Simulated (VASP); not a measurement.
Method: revPBE GGA, VASP's PBE PAW potentials (set 64) (plane waves; VASP).

VASP input:

INCAR:
```
SYSTEM = CsSnI3
PREC = Accurate
ENCUT = 520
EDIFF = 1E-7
NELM = 100
ALGO = Normal
LREAL = .FALSE.
LASPH = .TRUE.
ISMEAR = 0
SIGMA = 0.05
GGA = RE
LMAXMIX = 4
LWAVE = .FALSE.
LCHARG = .FALSE.
ISIF = 2
```

File KPOINTS:
```
Automatic mesh
0
Gamma
4 4 4
0 0 0
```

File POSCAR:
```
CsSnI3
6.4195020
  1.0000000389   0.0000000000   0.0000000000
  0.0000000000   1.0000000389   0.0000000000
  0.0000000000   0.0000000000   1.0000000389
Cs Sn I
1 1 3
Direct
  0.0000000000   0.0000000000   0.0000000000
  0.5000000000   0.5000000000   0.5000000000
  0.5000000000   0.0000000000   0.5000000000
  0.0000000000   0.5000000000   0.5000000000
  0.5000000000   0.5000000000   0.0000000000
```

POTCAR, in this order: Cs_sv Sn_d I (PBE.64 set). Program: vasp_std.

Problem. What will the output report for the number of irreducible k-points (NKPTS), largest plane-wave count, number of space-group operations, FFT grid (NGX, NGY, NGZ)?

Solution. 
```json
{
 "number of irreducible k-points (NKPTS)": "10",
 "largest_plane_wave_count": "7160",
 "number_of_space_group_operations": "48",
 "FFT grid (NGX, NGY, NGZ)": "48 × 48 × 48"
}
```

The compound is CsSnI3 in the cubic perovskite structure, the ideal cubic form; the compound distorts at low or room temperature. This cell is one point of a volume scan, at 1.03 of the reference volume.
